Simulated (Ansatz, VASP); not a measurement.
One calculation of BaAu3, two programs

```
Ba Au
1.0
     4.65667    0.00000    0.00000
     0.00000    4.65667    0.00000
     0.00000    0.00000    4.65667
Ba Au
1 3
Direct
  0.00000 0.00000 0.00000
  0.00000 0.50000 0.50000
  0.50000 0.50000 0.00000
  0.50000 0.00000 0.50000
```

Alike in both runs: task single point; functional PBEsol; k mesh 8 × 8 × 8; occupations gaussian, width 0.05 eV; no spin polarisation.

```csv
,VASP,Ansatz
version,VASP 6.6.1,Ansatz 0.2.0
potentials or method,"VASP PAW PBE potentials, release 64 (Ba_sv, Au)","scalar-relativistic, plane waves, PAW"
plane-wave cutoff (eV),520,420
valence electrons in the cell,43,67
```

VASP gave:

| Property | Result |
| --- | --- |
| gap on the k mesh at the Fermi level (eV) | none |
| pressure (GPa) | -3.8 |

Problem. Estimate Ansatz's values.

Solution. gap on the k mesh at the Fermi level (eV): none; pressure (GPa): -4.4.

A gap of «none» marks a metal or a gap that the smearing closes. The functional is the same, so the differences come from potentials, cutoffs and numerics. The two sets of potentials don't hold the same shells in valence.

Caveats: the PAW data sets were made with another functional, which shifts forces and pressure a little (VASP). Spin-orbit coupling is left out, which matters for the levels of Au, Ba.
